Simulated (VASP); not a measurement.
An input for Quantum ESPRESSO's pw.x (written as the equivalent of a VASP run, and not itself run):

```
&CONTROL
  calculation = 'vc-relax'
  pseudo_dir = './pseudo'
  outdir = './out'
  tprnfor = .true.
  tstress = .true.
  nstep = 40
  forc_conv_thr = 0.00078
/
&SYSTEM
  ibrav = 0
  nat = 1
  ntyp = 1
  ecutwfc = 56.6
  occupations = 'smearing'
  smearing = 'methfessel-paxton'
  degauss = 0.00735
  input_dft = 'pbesol'
/
&ELECTRONS
  conv_thr = 7.3e-08
  electron_maxstep = 100
/
&IONS
/
&CELL
  press = 50
/
ATOMIC_SPECIES
  Ba 137.327 Ba.upf
CELL_PARAMETERS angstrom
    -2.4474838    2.4474838    2.4474838
     2.4474838   -2.4474838    2.4474838
     2.4474838    2.4474838   -2.4474838
ATOMIC_POSITIONS crystal
  Ba   0.0000000  0.0000000  0.0000000
K_POINTS automatic
  11 11 11 0 0 0
```

Q: Write the VASP files for the same calculation (PBEsol).

A: This is not unique; one that fits is 
**KPOINTS**
```
Automatic mesh
0
Gamma
11 11 11
0 0 0
```

File POSCAR:
```
Ba
1
   -2.4474838056     2.4474838056     2.4474838056
    2.4474838056    -2.4474838056     2.4474838056
    2.4474838056     2.4474838056    -2.4474838056
Ba
1
Direct
  0.0000000000   0.0000000000   0.0000000000
```

**INCAR**
```
ISMEAR = 1
SIGMA = 0.1   ! width (eV)
IBRION = 2   ! conjugate gradients
PREC = Accurate
EDIFF = 1E-6   ! SCF stop (eV)
LMAXMIX = 4
LCHARG = .FALSE.
LWAVE = .FALSE.
PSTRESS = 50   ! kbar
GGA = PS
ALGO = Normal   ! blocked Davidson
EDIFFG = -0.02
LREAL = .FALSE.   ! projection in real space or not
NELM = 100
NSW = 40   ! most ionic steps
ENCUT = 500   ! plane-wave cut-off (eV)
LASPH = .TRUE.   ! aspherical one-centre terms
ISIF = 3
SYSTEM = Ba
```

POTCAR, in this order: Ba_sv (PBE.64 set). Program: vasp_std.

What does not carry over: the potentials are each code's own (VASP's PAW set, PseudoDojo norm-conserving files in pw.x), so ENCUT and ecutwfc are chosen apart and not converted; conv_thr bounds pw.x's estimated SCF error, while EDIFF bounds the energy change between steps; forc_conv_thr acts on force components and is met together with etot_conv_thr.

The compound is Ba in the bcc structure. This run relaxes it under an external pressure of 5 GPa. Symmetry was kept, so distortions that lower it aren't found.
